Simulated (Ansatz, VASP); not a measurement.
# Cross-check of AlN (AlN (P6_3mc)) between VASP and Ansatz, part 2 of 2

Aim: how closely do two programs agree when they are given the same cell, functional and k mesh? The cell is taken from a series of runs on this material, whose earlier steps may have relaxed, scaled, displaced or heated it; both programs get it as it stands.

VASP 6.6.1 and Ansatz 0.2.0.

So far: The starting structure; VASP: single point, PBE0 form with 25 % exact exchange.

**3. Ansatz: single point, PBE0 form with 25 % exact exchange**

Level of this step: Ansatz beside VASP: Kohn-Sham DFT, plane waves, PBE0 form with 25 % exact exchange (Ansatz).

Ansatz runs on its PAW soft_1 files.

The same cell, functional and mesh now go to Ansatz.

The input, input.yaml:

```yaml
crystal:
  lattice:
    - [-4.670411061748, 2.696463026972, 4.9836768]
    - [4.670411061748, -2.696463026972, 4.9836768]
    - [1.556803651748, 2.696463078991, -4.9836768]
  atoms:
    - { symbol: Al, position: [0.4162135683222, 0.08282765179014, 5.435822672717e-18] }
    - { symbol: Al, position: [0.4162135683222, 0.5828276517901, 0.5] }
    - { symbol: Al, position: [0.9162135683222, 0.08282765179014, 0.5] }
    - { symbol: Al, position: [0.9162135683222, 0.5828276517901, 7.14129044942e-17] }
    - { symbol: Al, position: [0.3328276517901, 0.1662135683222, 0.5] }
    - { symbol: Al, position: [0.3328276517901, 0.6662135683222, -2.113758169572e-16] }
    - { symbol: Al, position: [0.8328276517901, 0.1662135683222, 1.216910904303e-16] }
    - { symbol: Al, position: [0.8328276517901, 0.6662135683222, 0.5] }
    - { symbol: "N", position: [0.1070811458083, 0.2738776340793, 0.5] }
    - { symbol: "N", position: [0.1070811458083, 0.7738776340793, -2.974143932547e-16] }
    - { symbol: "N", position: [0.6070811458083, 0.2738776340793, 9.116366536406e-17] }
    - { symbol: "N", position: [0.6070811458083, 0.7738776340793, 0.5] }
    - { symbol: "N", position: [0.02387763407928, 0.3570811458083, -1.361139048561e-16] }
    - { symbol: "N", position: [0.02387763407928, 0.8570811458083, 0.5] }
    - { symbol: "N", position: [0.5238776340793, 0.3570811458083, 0.5] }
    - { symbol: "N", position: [0.5238776340793, 0.8570811458083, -1.256479742659e-16] }
basis:
  ecutwfc: 420.0
  ecutrho_ratio: 4
  xc_grid: 2
  fft_grid_basis: typed
  precision: f64
kpoints:
  mp_grid: { grid: [2, 2, 2] }
  band_path: { path: [VBM, CBM], npoints: 1 }
hamiltonian:
  xc: { preset: pbe0, exx: 0.25 }
  pseudopotentials:
    kind: paw
    azcp:
      folder: soft_1
      "N": "soft_1/N.paw.azcp"
      Al: "soft_1/Al.paw.azcp"
scf:
  max_iter: 60
  occupations: { method: fixed }
output:
  forces: true
checkpoint:
  write: "../host.a25.run"
  compress: false
  write_wavefunctions: true
  write_every: 100000
```

On the command line:

```sh
$ ansatz run input.yaml --threads 32 --pin off --max-ram 84787MiB --backend cuda --events-out ev --progress --plain --runs-dir out --max-vram 78GiB
```

Numbers of over 12 decimals in the logs are rounded to 6 here.

Output:

```text
Engine: ansatz 0.2.0, aarch64-unknown-linux-gnu
Pseudopotentials: kind: paw
Pseudopotential: Al, paw, valence charge 3, recommended cutoff 420 eV (normal), soft_1/Al.paw.azcp
Pseudopotential: N, paw, valence charge 5, recommended cutoff 420 eV (normal), soft_1/N.paw.azcp
Functional definition: unnamed
  parameter a_1 = 0.25
  exchange = (1 - a_1)*pbe_x + a_1*exact_x
  correlation = pbe_c
davidson cushion auto → on  (no smearing: the cushion is to keep the highest requested band from converging to the state above it; pin scf.eigensolver.cushion to override)
[...]
Crystal: 16 atoms, lattice volume = 167.366 Å³
Basis set: ecut = 420 eV, 3277 PW (Γ), exchange–correlation on 100×100×80 points (8 copies of the dense FFT grid, shifted against one another)
Bands: 48, of which v1, the nominal top of the filled ones, is band 32 counted from 1 (31 counted from 0)
Symmetry: 16 space group operations
Space group: Cmc21 (ITA 36), of the structure as read, at distance tolerance 5.5e-5 Å
k-points: 5 of 8
Non-local potential: Al, projectors of the file, l = 0: 2, l = 1: 2, l = 2: 1
Non-local potential: N, projectors of the file, l = 0: 2, l = 1: 2, l = 2: 1
PAW form: soft (Blöchl's): semilocal exchange-correlation on the pseudo side does not see the compensation charge
PAW frozen core: Al, regenerated for the run's functional, and the local potential with it (the file was generated under x = pbe(κ = 0.804, μ = 0.219515), c = pbe(β = 0.066725))
PAW frozen core: N, regenerated for the run's functional, and the local potential with it (the file was generated under x = pbe(κ = 0.804, μ = 0.219515), c = pbe(β = 0.066725))
PAW one-centre angular grid: Al, 110 points (default); XC on 64 Gauss nodes
PAW one-centre angular grid: N, 110 points (default); XC on 64 Gauss nodes
Initial density: superposition of atomic densities (chi_scale 0.1, normalization cell, long waves kept (reshape's long-wave potential 0.00 eV rms))
Initial wavefunctions: pseudopotential atomic-orbital guess
[...]
Functional: x = pbe(κ = 0.804, μ = 0.219515), c = pbe(β = 0.066725), warm-up for x = 0.75 pbe(κ = 0.804, μ = 0.219515) + 0.25 exact, c = pbe(β = 0.066725)
SCF iter   1: F=—  HF=-7405.558804 eV  |Δ(HF+E_count)|=         —  Δρ=1.40e-1  dr2=3.97e1  Hψ=915
preconditioner: auto → none  [insulator: Δε(μ)=5.434 eV  Ē_g=14.246 eV  n_scr=34 (ndim 8)  ℏωp=23.0 eV  f_vac=0.000]
SCF iter   2: F=—  HF=-7395.502194 eV  |Δ(HF+E_count)|=    1.01e1  Δρ=7.59e-2  dr2=5.69e0  Hψ=679
[...]
SCF iter   5: F=-7393.881011 eV  HF=-7393.882270 eV  |Δ(HF+E_count)|=   2.73e-3  Δρ=1.48e-3  dr2=1.72e-3  Hψ=704
SCF 1 stopped early in 5 iterations: F = -7393.881011 eV  dr2 = 1.72e-3
  greatest PAW one-centre occupation: 0.789 electrons in one spin orbital (limit 2), on the N atom at site 15 (counted from 0), in its partial waves of l = 0
[...]
Exchange kernel: α = 0.2500, full range, Wigner–Seitz truncation, v(0) = 4208.0606 eV·Å³, q-mesh 2×2×2, nearest image of the exchange supercell L = 11.75 Å, pair-density grid 32×40×32, without the augmentation charges, whose exchange is taken in its separable form by FFT convolution over the k-point mesh (the finest that the files' search goes to), smooth part of the exact exchange by density-matrix convolution in up
Frozen-core exchange: fock
SCF iter   1: F=—  HF=-7399.506928 eV  |Δ(HF+E_count)|=         —  Δρ=4.88e-3  dr2=2.68e-2  Hψ=1127
preconditioner: auto → none  [insulator: Δε(μ)=6.253 eV  Ē_g=15.904 eV  n_scr=34 (ndim 8)  ℏωp=23.0 eV  f_vac=0.000]
SCF iter   2: F=—  HF=-7399.498377 eV  |Δ(HF+E_count)|=   8.55e-3  Δρ=2.48e-3  dr2=7.19e-3  Hψ=572
[...]
SCF iter   6: F=-7399.523304 eV  HF=-7399.523305 eV  |Δ(HF+E_count)|=   3.13e-5  Δρ=2.80e-5  dr2=4.75e-6  Hψ=769
SCF 2 stopped early in 6 iterations: F = -7399.523304 eV  dr2 = 4.75e-6
  Residual-converged pass: ⟨swp⟩=3.0  Hψ=610  notcnv=0  max |occ|·‖R‖ = 3.9e-6 eV (tolerance 6.7e-6 eV)  dr2=4.72e-6  dr2_onsite=9.50e-8  max |Δocc| = 0.0e0
hybrid outer 1: dexx = +3.075e-2 eV, tail = 4.07e-5 eV
[...]
Exchange kernel: α = 0.2500, full range, Wigner–Seitz truncation, v(0) = 4208.0606 eV·Å³, q-mesh 2×2×2, nearest image of the exchange supercell L = 11.75 Å, pair-density grid 32×40×32, without the augmentation charges, whose exchange is taken in its separable form by FFT convolution over the k-point mesh (the finest that the files' search goes to), smooth part of the exact exchange by density-matrix convolution in up
Frozen-core exchange: fock
SCF iter   1: F=—  HF=-7399.523224 eV  |Δ(HF+E_count)|=         —  Δρ=3.71e-5  dr2=3.15e-6  Hψ=582
[...]
SCF iter   2: F=—  HF=-7399.523224 eV  |Δ(HF+E_count)|=   4.38e-7  Δρ=1.86e-5  dr2=5.10e-7  Hψ=662
SCF iter   3: F=—  HF=-7399.523224 eV  |Δ(HF+E_count)|=   8.20e-8  Δρ=2.27e-6  dr2=6.38e-9  Hψ=708
SCF iter   4: F=-7399.523224 eV  HF=-7399.523224 eV  |Δ(HF+E_count)|=   2.40e-8  Δρ=3.15e-6  dr2=1.51e-8  Hψ=939
SCF 3 converged in 4 iterations: F = -7399.523224 eV  dr2 = 1.51e-8
  Residual-converged pass: ⟨swp⟩=2.0  Hψ=424  notcnv=0  max |occ|·‖R‖ = 1.2e-6 eV (tolerance 1.3e-6 eV)  dr2=1.51e-8  dr2_onsite=9.53e-10  max |Δocc| = 0.0e0
hybrid outer 2: dexx = +3.502e-7 eV, tail = 4.18e-8 eV, Δε = 1.84e-3 eV (about 7.15e-5 eV left of the loop's levels), ΔF = 2.85e-4 eV/Å (tail 2.35e-4)
[...]
NSCF: frozen V_eff on 46 k-points, pencils in batches of 32, up to order 212
[...]
NSCF: frozen V_eff on 46 k-points, pencils in batches of 32, up to order 212
[...]
NSCF: frozen V_eff on 15 k-points
[...]
NSCF: frozen V_eff on 4 k-points
[...]
NSCF: frozen V_eff on 9 k-points
[...]
NSCF: frozen V_eff on 10 k-points
[...]
NSCF: frozen V_eff on 4 k-points
[...]
NSCF: frozen V_eff on 9 k-points
[...]
NSCF: frozen V_eff on 6 k-points
[...]
NSCF: frozen V_eff on 5 k-points
[...]
NSCF: frozen V_eff on 6 k-points
[...]
NSCF: frozen V_eff on 5 k-points
[...]
NSCF: frozen V_eff on 2 k-points
hybrid SCF converged: 2 outer / 10 inner (+5 warm-up), last move |dexx| = 3.50e-7 eV, tail = 4.18e-8 eV
Stability not checked: this state was not tested for a lower state beside it, because the functional holds exact exchange (a hybrid, or Hartree-Fock), whose exchange loop this test does not read (fock_operator; see scf.lower_state_search)
Free energy (F): -7399.523224 eV
Frozen-core exchange: fock
Harris-Foulkes:  -7399.523224 eV  (|F-HF|=1.28e-8)
Internal energy: -7399.523224 eV  (E = F + TS)
E sigma→0 (E₀):  -7399.523224 eV
Fermi energy:    5.834809 eV
--- Per-component energies (eV) ---
  E_band       = 4.720826
  E_kinetic    = 1257.937155
  E_local      = -1683.985346  (includes V_loc(G=0)·N_el)
  E_nonlocal   = 348.102310
  E_hartree    = 625.469194
  E_xc         = -614.809690
  E_vxc        = -664.925321  (∫ρ·V_xc dr)
  E_exx        = -169.978133  (= α·E_x^exact, valence–valence)
  E_paw        = -4795.791919  (= ΣΔE_a)
  E_vpaw       = -163.401268  (= ΣTr[D̂ρ^β])
  E_aug_tail   = 0.006895  (compensation charges beyond the density's cutoff)
  E_ewald      = -2365.949552
  E_core_change = -0.524137  (= ΣΔE_core)
  E_smearing   = -0.000000  (= −TS)
  E_closure    = 0.000000  (closes the sum)
  Σ components = -7399.523224   (vs F -7399.523224, Δ=9.09e-13)
--- Forces (eV/Å), atoms counted from 1 ---
  atom   1  Al    -0.00590591     0.00340978    -0.00960549
  atom   2  Al    -0.00590591     0.00340978    -0.00960549
  atom   3  Al    -0.00590591     0.00340978    -0.00960549
  atom   4  Al    -0.00590591     0.00340978    -0.00960549
  atom   5  Al     0.00590591    -0.00340978    -0.00960549
  atom   6  Al     0.00590591    -0.00340978    -0.00960549
  [... 10 more lines of this table ...]
  max |Σ_I F_I| component: 3.41e-5 eV/Å
--- Band table (eV; the first three rows and the last of 5) ---
  k-point 0: bands = ["-10.8466", "-8.7686", "-8.5757", "-8.3732", "-8.3732", "-8.3732", "-8.3732", "-8.0295", "-0.6670", "-0.2451", "-0.2451", "-0.2451", "-0.2451", "-0.0818", "1.3137", "2.1991", "3.
  k-point 1: bands = ["-9.2358", "-9.2358", "-9.2358", "-9.2358", "-8.8645", "-8.8645", "-7.9485", "-7.9485", "0.8404", "0.8404", "1.4082", "1.4082", "1.4785", "1.4785", "1.4785", "1.4785", "2.0142", 
  k-point 2: bands = ["-9.8292", "-9.8292", "-8.7295", "-8.7295", "-8.5283", "-8.5283", "-8.0768", "-8.0768", "0.6476", "0.6476", "0.6662", "0.6662", "0.7627", "0.7627", "2.3213", "2.3213", "2.3550", 
  k-point 4: bands = ["-9.9028", "-9.9028", "-8.7664", "-8.7664", "-8.3732", "-8.3732", "-8.0318", "-8.0318", "-0.2444", "-0.2444", "-0.0786", "-0.0786", "1.3087", "1.3087", "2.2076", "2.2076", "2.241
  guard bands above this table: 5 of the run's 48 bands. The solve was not asked for them (output.publish_guard_bands: true or output.eigenvalues: true publishes all)
```

Reading the cycles: dr2 is the Hartree energy of the density residual (eV), the measure of convergence; HF is the Harris–Foulkes estimate of the energy, which meets the free energy F at convergence.

**4. Side by side**

Known differences besides the potentials themselves: exact exchange at q = 0 is treated differently, which shows on coarse meshes; VASP keeps PBE cores, Ansatz makes them for the functional; fixed occupations in Ansatz, narrow Gaussian smearing in VASP; the cutoff is 420 eV in Ansatz and 520 eV in VASP; VASP takes a coarser grid for exact exchange (PRECFOCK = Fast). Total energies have different zeros and are not compared.

The two programs side by side:

| quantity | Ansatz | VASP | difference |
| --- | --- | --- | --- |
| gap on the k mesh (eV) | 6.298 | 6.338 | -0.040 |

At this near-relaxed geometry the largest component of a force difference is 3 meV/Å. A gap on the mesh is an upper bound, since the band edges may lie between its points.

**5. Outcome**

```
difference in gap on the k mesh (single point, PBE0 form with 25 % exact exchange) : -0.040 eV
```

The difference in gap on the k mesh is -0.040 eV (single point, PBE0 form with 25 % exact exchange), within the 0.08 eV picked in this series as the mark of a large difference. How closely two codes agree says nothing of how well the functional describes the real material.

[Lines on the potential files, build, host, timing and source positions are cut from VASP's logs without a mark.]

[Logs are printed without paths, hosts, clocks, repeated set-up lines and the standing remarks that a program may print on its own settings, such as how far it seeks lower states.]

[Hosts, paths, dates, database ids (printed as entryN), source tags and the programs' standing remarks are cut or masked in the printed files.]
